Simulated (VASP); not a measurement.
Computed with r2SCAN meta-GGA, VASP's PBE PAW potentials (set 64) (plane waves; VASP).

The input files of a VASP run:

### INCAR
```
SYSTEM = Fe
NELM = 100   ! most electronic steps
EDIFF = 1E-7   ! SCF stop (eV)
LCHARG = .FALSE.
LASPH = .TRUE.
METAGGA = R2SCAN
SIGMA = 0.1
MAGMOM = 2.7
ENCUT = 480
LORBIT = 10
ALGO = Normal
LREAL = .FALSE.
LMIXTAU = .TRUE.
ISPIN = 2   ! spin-polarised
LMAXMIX = 4
ISMEAR = 1   ! Methfessel-Paxton
LWAVE = .FALSE.
ISIF = 2
PREC = Accurate
```

File KPOINTS:
```
Automatic
0
gamma
16 16 16
```

### POSCAR
```
Fe
2.4722750
 -0.5773501864   0.5773501864   0.5773501864
  0.5773501864  -0.5773501864   0.5773501864
  0.5773501864   0.5773501864  -0.5773501864
Fe
1
Cartesian
  0.0000000000   0.0000000000   0.0000000000
```

POTCAR, in this order: Fe (PBE.64 set). Program: vasp_std.

The run wrote:

### OSZICAR
```
       N       E                     dE             d eps       ncg     rms          rms(c)
DAV:   1     0.927176521664E+01    0.92718E+01   -0.40322E+03  5548   0.104E+03
DAV:   2    -0.154139847224E+02   -0.24686E+02   -0.22687E+02  5293   0.130E+02
DAV:   3    -0.157238269054E+02   -0.30984E+00   -0.30906E+00  5888   0.206E+01
DAV:   4    -0.157256485007E+02   -0.18216E-02   -0.18215E-02  5756   0.146E+00
DAV:   5    -0.157256706871E+02   -0.22186E-04   -0.22187E-04  5747   0.145E-01    0.118E+01
DAV:   6    -0.142455098344E+02    0.14802E+01   -0.21939E+01  5555   0.743E+01    0.879E+00
DAV:   7    -0.143481117865E+02   -0.10260E+00   -0.32843E+00  6006   0.249E+01    0.518E+00
DAV:   8    -0.143598123009E+02   -0.11701E-01   -0.82529E-02  5826   0.277E+00    0.226E+00
DAV:   9    -0.143543498573E+02    0.54624E-02   -0.90556E-02  6099   0.351E+00    0.725E-01
DAV:  10    -0.143565202935E+02   -0.21704E-02   -0.13549E-02  6169   0.123E+00    0.203E-01
DAV:  11    -0.143569753397E+02   -0.45505E-03   -0.14915E-03  5592   0.583E-01    0.127E-01
DAV:  12    -0.143569692984E+02    0.60413E-05   -0.12568E-05  5417   0.410E-02    0.790E-02
DAV:  13    -0.143569718498E+02   -0.25515E-05   -0.42685E-05  5660   0.988E-02    0.328E-02
DAV:  14    -0.143569603945E+02    0.11455E-04   -0.25917E-05  5554   0.745E-02    0.622E-03
DAV:  15    -0.143569605651E+02   -0.17066E-06   -0.33296E-07  5365   0.846E-03    0.221E-03
DAV:  16    -0.143569607325E+02   -0.16736E-06   -0.13308E-08  2647   0.150E-03    0.173E-03
DAV:  17    -0.143569608819E+02   -0.14944E-06   -0.82677E-08  2630   0.355E-03    0.459E-04
DAV:  18    -0.143569608832E+02   -0.12568E-08   -0.24261E-09  2622   0.593E-04
   1 F= -.14356961E+02 E0= -.14356962E+02  d E =0.460989E-05  mag=     2.5938
```

### OUTCAR
```
------------------------ aborting loop because EDIFF is reached ----------------------------------------
  FORCE on cell =-STRESS in cart. coord.  units (eV):
  Direction    XX          YY          ZZ          XY          YZ          ZX
  --------------------------------------------------------------------------------------
  Total        0.0426415      0.0426415      0.0426415      0.0000000      0.0000000      0.0000000
  in kB        5.8732032      5.8732032      5.8732032      0.0000000      0.0000000      0.0000000
  external PRESSURE =       5.8732032 kB  Pullay stress =       0.0000000 kB
  volume of cell :       11.63
      direct lattice vectors                 reciprocal lattice vectors
    -1.427368432  1.427368432  1.427368432     0.000000000  0.350294983  0.350294983
     1.427368432 -1.427368432  1.427368432     0.350294983  0.000000000  0.350294983
     1.427368432  1.427368432 -1.427368432     0.350294983  0.350294983  0.000000000
 POSITION                                       TOTAL-FORCE (eV/Angst)
 -----------------------------------------------------------------------------------
      0.00000      0.00000      0.00000         0.000000      0.000000      0.000000
 -----------------------------------------------------------------------------------
    total drift:                                0.000000     -0.000000      0.000000
  FREE ENERGIE OF THE ION-ELECTRON SYSTEM (eV)
  ---------------------------------------------------
  free  energy   TOTEN  =       -14.3569608832 eV

  energy  without entropy=      -14.3569654930  energy(sigma->0) =      -14.35696242

 total charge

# of ion       s       p       d       tot
------------------------------------------
    1        0.481   0.557   6.185   7.224

 magnetization (x)

# of ion       s       p       d       tot
------------------------------------------
    1       -0.015  -0.120   2.796   2.661
```
(Selected blocks of OUTCAR.)

The compound is Fe in the bcc structure. It was relaxed first.
